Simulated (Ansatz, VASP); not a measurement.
# Y4Pb3 in VASP and in Ansatz

File INCAR:

```
PREC     = Accurate       # precision mode
ENCUT    = 600            # plane-wave cutoff, eV
EDIFF    = 1E-6           # SCF threshold, eV
ISMEAR   = 0              # smearing method
SIGMA    = 0.1            # smearing width, eV
LREAL    = False          # projectors in reciprocal space
LASPH    = True           # aspherical terms in the spheres
NELM     = 100            # most SCF steps
ALGO     = Normal         # electronic algorithm
ISIF     = 3              # what is computed and relaxed
LWAVE    = False          # write WAVECAR
LCHARG   = False          # write CHGCAR
GGA      = PE             # functional
IBRION   = 2              # ionic algorithm
NSW      = 90             # ionic steps
EDIFFG   = -0.04          # ionic threshold
```

File KPOINTS:

```
Automatic mesh
0
Gamma
  4 4 4
```

The input POSCAR:

```
Y4Pb3
1.0
    5.3388190400      0.0000000000      0.0000000000
    0.0000000000      5.3388190400      0.0000000000
    0.0000000000      0.0000000000      5.3388190400
Y Pb
4 3
Direct
    0.5000000000      0.5000000000      0.5000000000
    0.5000000000      0.0000000000      0.0000000000
    0.0000000000      0.5000000000      0.0000000000
    0.0000000000      0.0000000000      0.5000000000
    0.5000000000      0.5000000000      0.0000000000
    0.0000000000      0.5000000000      0.5000000000
    0.5000000000      0.0000000000      0.5000000000
```

Input for Ansatz:

```yaml
crystal:
  lattice:
    - [5.33881904, 0.0, 0.0]
    - [0.0, 5.33881904, 0.0]
    - [0.0, 0.0, 5.33881904]
  atoms:
    - { symbol: "Y", position: [0.5, 0.5, 0.5] }
    - { symbol: "Y", position: [0.5, 0.0, 0.0] }
    - { symbol: "Y", position: [0.0, 0.5, 0.0] }
    - { symbol: "Y", position: [0.0, 0.0, 0.5] }
    - { symbol: Pb, position: [0.5, 0.5, 0.0] }
    - { symbol: Pb, position: [0.0, 0.5, 0.5] }
    - { symbol: Pb, position: [0.5, 0.0, 0.5] }
basis:
  ecutwfc: 420
kpoints:
  mp_grid: { grid: [4, 4, 4] }
hamiltonian:
  xc: pbe
scf:
  occupations: { method: gaussian, width: 0.1 }
  lower_state_search: "off"
output:
  forces: true
  stress: true
  eigenvalues: true
relax:
  adjacent_minimum: "off"
  f_tol: 0.04
  max_steps: 70
  cell: { stress_tol: 0.4 }
```

Change from the starting cell: species swapped into the W3N4 type (Pm-3m, No. 221).

Alike in both runs: task relaxation of cell and atoms; functional PBE; k mesh 4 × 4 × 4; occupations gaussian, width 0.1 eV; no spin polarisation.

|  | VASP | Ansatz |
| --- | --- | --- |
| version | VASP 6.6.1 | Ansatz 0.2.0 |
| potentials or method | VASP PAW PBE potentials, release 64 (Y_sv, Pb_d) | scalar-relativistic, plane waves, PAW |
| plane-wave cutoff (eV) | 600 | 420 |
| valence electrons in the cell | 86 | 86 |

VASP gave:

```
gap on the k mesh at the Fermi level, each at its own relaxed structure (eV) : none
relaxed volume (Å³/atom)                                                     : 34.23
relaxed cell length with the largest relative difference (Å)                 : 6.211
energy change over the relaxation (meV/atom)                                 : -1460
```

Problem. Estimate Ansatz's values.

Solution. gap on the k mesh at the Fermi level, each at its own relaxed structure (eV): none; relaxed volume (Å³/atom): 33.99; relaxed cell length with the largest relative difference (Å): 6.196; energy change over the relaxation (meV/atom): -1467.

A gap of «none» marks a metal or a gap that the smearing closes.

Caveats: the volume moved by over 15 % at a fixed basis, so the end points are rough (VASP). Spin-orbit coupling is left out, which matters for the levels of Pb.
